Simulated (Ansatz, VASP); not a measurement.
**Ge3SbSe: VASP beside Ansatz**

INCAR

```
SYSTEM = Ge3SbSe
PREC     = Accurate       ! precision mode
ENCUT    = 520            ! plane-wave cutoff, eV
EDIFF    = 1E-6           ! SCF threshold, eV
ISMEAR   = 0              ! smearing method
SIGMA    = 0.1            ! smearing width, eV
LREAL    = .False.        ! projectors in reciprocal space
LASPH    = .True.         ! aspherical terms in the spheres
NELM     = 80             ! most SCF steps
ALGO     = Normal         ! electronic algorithm
ISIF     = 2              ! what is computed and relaxed
LWAVE    = .False.        ! write WAVECAR
LCHARG   = .False.        ! write CHGCAR
GGA      = PE             ! functional
NBANDS   = 34             ! bands
```

File KPOINTS:

```
regular mesh
0
Gamma
  4 4 4
  0 0 0
```

Contents of POSCAR:

```
Ge3SbSe
1.0
    4.9247469500      0.0000000000      0.0000000000
    0.0000000000      4.9247469500      0.0000000000
    0.0000000000      0.0000000000      4.9247469500
Ge Sb Se
3 1 1
Direct
    0.5000000000      0.0000000000      0.5000000000
    0.0000000000      0.5000000000      0.5000000000
    0.5000000000      0.5000000000      0.0000000000
    0.5000000000      0.5000000000      0.5000000000
    0.0000000000      0.0000000000      0.0000000000
```

Input for Ansatz:

```yaml
crystal:
  lattice:
    - [4.92474695, 0.0, 0.0]
    - [0.0, 4.92474695, 0.0]
    - [0.0, 0.0, 4.92474695]
  atoms:
    - { symbol: Ge, position: [0.5, 0.0, 0.5] }
    - { symbol: Ge, position: [0.0, 0.5, 0.5] }
    - { symbol: Ge, position: [0.5, 0.5, 0.0] }
    - { symbol: Sb, position: [0.5, 0.5, 0.5] }
    - { symbol: Se, position: [0.0, 0.0, 0.0] }
basis:
  ecutwfc: 420
kpoints:
  mp_grid: { grid: [4, 4, 4] }
hamiltonian:
  xc: pbe
scf:
  occupations: { method: gaussian, width: 0.1 }
  lower_state_search: "off"
output:
  forces: true
  stress: true
  eigenvalues: true
```

Change from the starting cell: species swapped into the Ca3SnO type (Pm-3m, No. 221).

Alike in both runs: task single point; functional PBE; k mesh 4 × 4 × 4; occupations gaussian, width 0.1 eV; no spin polarisation.

|  | VASP | Ansatz |
| --- | --- | --- |
| version | VASP 6.6.1 | Ansatz 0.2.0 |
| potentials or method | VASP PAW PBE potentials, release 64 (Ge_d, Sb, Se) | scalar-relativistic, plane waves, PAW |
| plane-wave cutoff (eV) | 520 | 420 |
| valence electrons in the cell | 53 | 73 |

```csv
,VASP,Ansatz,Ansatz less VASP
gap on the k mesh at the Fermi level (eV),none,none,-
pressure (GPa),14.2,14.0,-0.22
```

A gap of «none» marks a metal or a gap that the smearing closes. The two sets of potentials don't hold the same shells in valence.

Spin-orbit coupling is left out, which matters for the levels of Sb.
